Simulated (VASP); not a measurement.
# Na3TeH (Pm-3m) in VASP: settings compared

The runs below take Na3TeH through relaxation of cell and atoms, with PBE+D3(BJ), PBEsol, PBE.

All numbers are computed with VASP 6.6.1; they aren't measurements. Logs are shortened: lines on timing, memory, paths and dates and some standing lists are left out, and cuts for length are marked.

### Step 1. Starting point

The structure is cubic, space group Pm-3m (No. 221). The conventional cell has a = 4.644 Å, b = 4.644 Å, c = 4.644 Å, α = 90.00°, β = 90.00°, γ = 90.00°. Na (site symmetry 4/mmm) has 2 H at 2.32 Å as nearest neighbours. Te (site symmetry m-3m) has 12 Na at 3.28 Å as nearest neighbours. Around H (site symmetry m-3m) lie 6 Na at 2.32 Å.

The cell was built by a generator and needn't be a form met in nature.

### Step 2. Relaxation of cell and atoms, PBE+D3(BJ)

Contents of INCAR:

```
PREC     = Accurate       # precision mode
ENCUT    = 600            # plane-wave cutoff, eV
EDIFF    = 1E-7           # SCF threshold, eV
ISMEAR   = 0              # smearing method
SIGMA    = 0.03           # smearing width, eV
LREAL    = F              # projectors in reciprocal space
LASPH    = T              # aspherical terms in the spheres
NELM     = 80             # most SCF steps
ALGO     = Normal         # electronic algorithm
ISIF     = 3              # what is computed and relaxed
LWAVE    = F              # write WAVECAR
LCHARG   = F              # write CHGCAR
GGA      = PE             # functional
IVDW     = 12             # dispersion correction
IBRION   = 2              # ionic algorithm
NSW      = 90             # ionic steps
EDIFFG   = -0.005         # ionic threshold
```

Contents of KPOINTS:

```
Automatic mesh
0
Gamma
  6 6 6
```

Contents of POSCAR:

```
Na3TeH                                  
1.0
    4.6439204161      0.0000000000      0.0000000000
    0.0000000000      4.6439204161      0.0000000000
   -0.0000000000      0.0000000000      4.6439204161
  Na              Te              H             
     3     1     1
Direct
     0.5000000000000000    0.0000000000000000    0.5000000000000000
     0.0000000000000000    0.5000000000000000    0.5000000000000000
     0.5000000000000000    0.5000000000000000    0.0000000000000000
     0.0000000000000000    0.0000000000000000    0.0000000000000000
     0.5000000000000000    0.5000000000000000    0.5000000000000000
```

Potentials or basis: VASP PAW PBE potentials, release 64 (Na_pv, Te, H).

Command:

```
$ cat potpaw_PBE.64/Na_pv/POTCAR potpaw_PBE.64/Te/POTCAR potpaw_PBE.64/H/POTCAR > POTCAR
$ mpirun -np 1 vasp_std > vasp.out
```

OUTCAR:

```text
PREC = Accurate
   ENCUT = 600
   EDIFF = 1E-7
   ISMEAR = 0
   LREAL = F
   LASPH = T
   NELM = 80
   ISIF = 3
   GGA = PE
   IVDW = 12
   IBRION = 2
   NSW = 90
   EDIFFG = -0.005
 IVDW          = 12

 ion  position               nearest neighbor table
   1  0.500  0.000  0.500-
   2  0.000  0.500  0.500-
   3  0.500  0.500  0.000-
   4  0.000  0.000  0.000-
   5  0.500  0.500  0.500-

  LATTYP: Found a simple cubic cell.
 ALAT       =     4.6439204161

  Lattice vectors:

 A1 = (   4.6439204161,   0.0000000000,   0.0000000000)
 A2 = (   0.0000000000,   4.6439204161,   0.0000000000)
 A3 = (   0.0000000000,   0.0000000000,   4.6439204161)

Analysis of symmetry for initial positions (statically):
=====================================================================
 Subroutine PRICEL returns:
 Original cell was already a primitive cell.

 Routine SETGRP: Setting up the symmetry group for a
 simple cubic supercell.

 Subroutine GETGRP returns: Found 48 space group operations
 (whereof 48 operations were pure point group operations)
 out of a pool of 48 trial point group operations.

The static configuration has the point symmetry O_h .

Analysis of symmetry for dynamics (positions and initial velocities):
=====================================================================
 Subroutine PRICEL returns:
 Original cell was already a primitive cell.

 Routine SETGRP: Setting up the symmetry group for a
 simple cubic supercell.

 Subroutine GETGRP returns: Found 48 space group operations
 (whereof 48 operations were pure point group operations)
 out of a pool of 48 trial point group operations.

The dynamic configuration has the point symmetry O_h .

 Subroutine INISYM returns: Found 48 space group operations
 (whereof 48 operations are pure point group operations),
 and found     1 'primitive' translations

----------------------------------------------------------------------------------------

                                     Primitive cell

  volume of cell :     100.1508

  direct lattice vectors                    reciprocal lattice vectors
     4.643920416  0.000000000  0.000000000     0.215335301  0.000000000  0.000000000
     0.000000000  4.643920416  0.000000000     0.000000000  0.215335301  0.000000000
     0.000000000  0.000000000  4.643920416     0.000000000  0.000000000  0.215335301

  length of vectors
     4.643920416  4.643920416  4.643920416     0.215335301  0.215335301  0.215335301

  position of ions in fractional coordinates (direct lattice)
     0.500000000  0.000000000  0.500000000
     0.000000000  0.500000000  0.500000000
     0.500000000  0.500000000  0.000000000
     0.000000000  0.000000000  0.000000000
     0.500000000  0.500000000  0.500000000

  ion indices of the primitive-cell ions
   primitive index   ion index
                 1           1
                 2           2
                 3           3
                 4           4
                 5           5

----------------------------------------------------------------------------------------

 KPOINTS: Automatic mesh

Automatic generation of k-mesh.
 Grid dimensions read from file:
 generate k-points for:    6    6    6

 Generating k-lattice:

  Cartesian coordinates                     Fractional coordinates (reciprocal lattice)
     0.035889217  0.000000000  0.000000000     0.166666667  0.000000000  0.000000000
     0.000000000  0.035889217  0.000000000     0.000000000  0.166666667  0.000000000
     0.000000000  0.000000000  0.035889217     0.000000000  0.000000000  0.166666667

  Length of vectors
     0.035889217  0.035889217  0.035889217

  Shift w.r.t. Gamma in fractional coordinates (k-lattice)
     0.000000000  0.000000000  0.000000000

 Subroutine IBZKPT returns following result:
 ===========================================

 Found     20 irreducible k-points:

 Following reciprocal coordinates:
            Coordinates               Weight
  0.000000  0.000000  0.000000      1.000000
  0.166667  0.000000  0.000000      6.000000
  0.333333  0.000000  0.000000      6.000000
  0.500000  0.000000  0.000000      3.000000
  0.166667  0.166667  0.000000     12.000000
  0.333333  0.166667  0.000000     24.000000
[... 12 lines left out ...]
  0.500000  0.500000  0.333333      6.000000
  0.500000  0.500000  0.500000      1.000000
   k-points           NKPTS =     20   k-points in BZ     NKDIM =     20   number of bands    NBANDS=     18
   number of dos      NEDOS =    301   number of ions     NIONS =      5
   total plane-waves  NPLWV =  64000
   dimension x,y,z NGX =    40 NGY =   40 NGZ =   40
   dimension x,y,z NGXF=    80 NGYF=   80 NGZF=   80
   ions per type =               3   1   1
   NGX,Y,Z   is equivalent  to a cutoff of  14.32, 14.32, 14.32 a.u.
   NGXF,Y,Z  is equivalent  to a cutoff of  28.64, 28.64, 28.64 a.u.
 SYSTEM =  unknown system
   PREC   = accura    normal or accurate (medium, high low for compatibility)
   ISTART =      0    job   : 0-new  1-cont  2-samecut
   ICHARG =      2    charge: 1-file 2-atom 10-const
   ISPIN  =      1    spin polarized calculation?
   LNONCOLLINEAR =      F non collinear calculations
   LSORBIT =      F    spin-orbit coupling
   LASPH  =      T    aspherical Exc in radial PAW
   ENCUT  =  600.0 eV  44.10 Ry    6.64 a.u.   9.28  9.28  9.28*2*pi/ulx,y,z
   NELM   =     80;   NELMIN=  2; NELMDL= -5     # of ELM steps
   EDIFF  = 0.1E-06   stopping-criterion for ELM
   LREAL  =      F    real-space projection
   EDIFFG = -.5E-02   stopping-criterion for IOM
   NSW    =     90    number of steps for IOM
   IBRION =      2    ionic relax: 0-MD 1-quasi-New 2-CG
   NFREE  =      1    steps in history (QN), initial steepest desc. (CG)
   ISIF   =      3    stress and relaxation
   ISYM   =      2    0-nonsym 1-usesym 2-fastsym
   POTIM  = 0.5000    time-step for ionic-motion
   TEBEG  =    0.0;   TEEND  =   0.0 temperature during run
   PSTRESS=    0.0 pullay stress
   NELECT =      28.0000    total number of electrons
   NUPDOWN=      -1.0000    fix difference up-down
   EMIN   =  10.00;   EMAX   =-10.00  energy-range for DOS
   EFERMI =   0.00;   METHOD = LEGACY
   ISMEAR =     0;   SIGMA  =   0.03  broadening in eV -4-tet -1-fermi 0-gaus
   EFERMI_NEDOS =   21; number of points for ismear=-14 and -15
   IALGO  =     38    algorithm
   IMIX   =      4    mixing-type and parameters
     AMIX     =   0.40;   BMIX     =  1.00
     AMIX_MAG =   1.60;   BMIX_MAG =  1.00
  volume/ion in A,a.u.               =      20.03       135.17
  Fermi-wavevector in a.u.,A,eV,Ry     =   1.070474  2.022902 15.591111  1.145914
  Thomas-Fermi vector in A             =   2.206185
   LORBIT       =      0    0 simple, 1 ext, 2 COOP (PROOUT), +10 PAW based schemes
   GGA     = PE    functional components
   LHFCALC =     F    Hartree Fock is set to
   AEXX    =    0.0000 exact exchange contribution
   IVDW    =    12    specifies the selected vdW correction
   LEPSILON=     F    determine dielectric tensor
   LRPA    =     F    only Hartree local field effects (RPA)
 conjugate gradient relaxation of ions
 non-spin polarized calculation
 Gauss-broadening in eV      SIGMA  =   0.03
  energy-cutoff  :      600.00
  volume of cell :      100.15
 maximum number of plane-waves:      3407
 NGX is ok and might be reduce to    40
   NGX = 19   NGY = 19   NGZ = 19

 number of electron      27.9999981 magnetization

 Free energy of the ion-electron system (eV)
  ---------------------------------------------------
  ext. energy  EPLUGINS =         0.00000000
  ---------------------------------------------------
  free energy    TOTEN  =       -13.62003050 eV

  energy without entropy =      -13.62003050  energy(sigma->0) =      -13.62003050

 E-fermi :   2.1667     XC(G=0):  -8.4457

 val. band max:        1.9404173155   @ k =   0.5000   0.5000   0.0000
 cond. band min:       4.8030536680   @ k =   0.5000   0.0000   0.0000
 fundamental gap:      2.8626363525
 Fermi energy:         2.1667373885

 k-point     1 :       0.0000    0.0000    0.0000
  band No.  band energies     occupation
      1     -21.2408      2.00000
      2     -21.2408      2.00000
      3     -21.2408      2.00000
      4     -21.1933      2.00000
      5     -21.1933      2.00000
      6     -21.1933      2.00000
[... 10 lines left out ...]
     17       6.5445      0.00000
     18       9.0517      0.00000

 k-point     2 :       0.1667    0.0000    0.0000
  band No.  band energies     occupation
      1     -21.2374      2.00000
      2     -21.2374      2.00000
      3     -21.2363      2.00000
      4     -21.1944      2.00000
      5     -21.1944      2.00000
      6     -21.1937      2.00000
[... 10 lines left out ...]
     17       7.1234      0.00000
     18       8.2844      0.00000

 k-point     3 :       0.3333    0.0000    0.0000
  band No.  band energies     occupation
      1     -21.2290      2.00000
      2     -21.2290      2.00000
      3     -21.2240      2.00000
      4     -21.1979      2.00000
      5     -21.1979      2.00000
      6     -21.1945      2.00000
[... 10 lines left out ...]
     17       7.3817      0.00000
     18       7.3817      0.00000

 k-point     4 :       0.5000    0.0000    0.0000
  band No.  band energies     occupation
      1     -21.2232      2.00000
      2     -21.2232      2.00000
      3     -21.2130      2.00000
      4     -21.2013      2.00000
      5     -21.2013      2.00000
      6     -21.1949      2.00000
[... 291 lines left out ...]
      4     -21.2299      2.00000
      5     -21.1766      2.00000
      6     -21.1708      2.00000
[... 10 lines left out ...]
     17       6.0596      0.00000
     18       9.2766      0.00000

 k-point    19 :       0.5000    0.5000    0.3333
  band No.  band energies     occupation
      1     -21.2596      2.00000
      2     -21.2415      2.00000
      3     -21.2359      2.00000
      4     -21.2359      2.00000
      5     -21.1698      2.00000
      6     -21.1698      2.00000
[... 10 lines left out ...]
     17       5.2929      0.00000
     18       9.7471      0.00000

 k-point    20 :       0.5000    0.5000    0.5000
  band No.  band energies     occupation
      1     -21.2669      2.00000
      2     -21.2412      2.00000
      3     -21.2412      2.00000
      4     -21.2412      2.00000
      5     -21.1650      2.00000
      6     -21.1650      2.00000
[... 10 lines left out ...]
     17       4.8130      0.00000
     18      11.5936      0.00000

------------------------ aborting loop because EDIFF is reached ----------------------------------------

 Edisp (eV)   -1.26251

 E8    (eV) :    -0.5812

  FORCE on cell =-STRESS in cart. coord.  units (eV):
  Direction    XX          YY          ZZ          XY          YZ          ZX
  --------------------------------------------------------------------------------------
  -------------------------------------------------------------------------------------
  Total       0.00268     0.00268     0.00268    -0.00000     0.00000    -0.00000
  in kB       0.04289     0.04289     0.04289    -0.00000     0.00000    -0.00000
  external pressure =        0.04 kB  Pullay stress =        0.00 kB

 VOLUME and BASIS-vectors are now :
 -----------------------------------------------------------------------------
  energy-cutoff  :      600.00
  volume of cell :      100.15
      direct lattice vectors                 reciprocal lattice vectors
     4.643920416  0.000000000  0.000000000     0.215335301  0.000000000  0.000000000
     0.000000000  4.643920416  0.000000000     0.000000000  0.215335301  0.000000000
     0.000000000  0.000000000  4.643920416     0.000000000  0.000000000  0.215335301

 POSITION                                       TOTAL-FORCE (eV/Angst)
 -----------------------------------------------------------------------------------
      2.32196      0.00000      2.32196         0.000000      0.000000      0.000000
      0.00000      2.32196      2.32196         0.000000      0.000000      0.000000
      2.32196      2.32196      0.00000         0.000000      0.000000      0.000000
      0.00000      0.00000      0.00000         0.000000      0.000000      0.000000
      2.32196      2.32196      2.32196         0.000000      0.000000      0.000000
 -----------------------------------------------------------------------------------
    total drift:                               -0.000000     -0.000000     -0.000000

  FREE ENERGIE OF THE ION-ELECTRON SYSTEM (eV)
  ---------------------------------------------------
  free  energy   TOTEN  =       -14.8825409314 eV

  energy  without entropy=      -14.8825409314  energy(sigma->0) =      -14.88254093

 reached required accuracy - stopping structural energy minimisation
```

It took 29 s on 1 thread of Intel Xeon Platinum 8488C (Sapphire Rapids), shared host; peak memory 0.26 GiB.

Results:

```
Free energy                : -14.8825 eV
Pressure after relaxing    : 0.0 GPa
Band gap on the k mesh     : 2.86 eV, indirect (least direct gap 3.06 eV)
Dispersion energy per atom : -0.253 eV
```

Final structure:
```
Na Te H
1.0
     4.64392    0.00000    0.00000
     0.00000    4.64392    0.00000
     0.00000    0.00000    4.64392
Na Te H
3 1 1
Direct
  0.50000 0.00000 0.50000
  0.00000 0.50000 0.50000
  0.50000 0.50000 0.00000
  0.00000 0.00000 0.00000
  0.50000 0.50000 0.50000
```

Levels at points of the mesh, in eV from the valence-band top:
| k point | band 12 | band 13 | band 14 | band 15 | band 16 | band 17 |
| --- | --- | --- | --- | --- | --- | --- |
| (0.00, 0.00, 0.00) | -0.44 | -0.44 | -0.44 | 4.16 | 4.16 | 4.60 |
| (0.50, 0.00, 0.00) | -0.64 | -0.20 | -0.20 | 2.86 | 4.83 | 5.09 |
| (0.50, 0.50, 0.00) | -2.00 | -2.00 | 0.00 | 4.68 | 5.15 | 6.12 |
| (0.50, 0.50, 0.50) | -1.52 | -1.52 | -1.52 | 2.87 | 2.87 | 2.87 |

Caveat: the relaxation stopped at its first step, so nothing moved; spin-orbit coupling is left out, which moves the levels of the heavy elements. A k mesh can miss the band edges.

(Continued in part 2 of 3.)
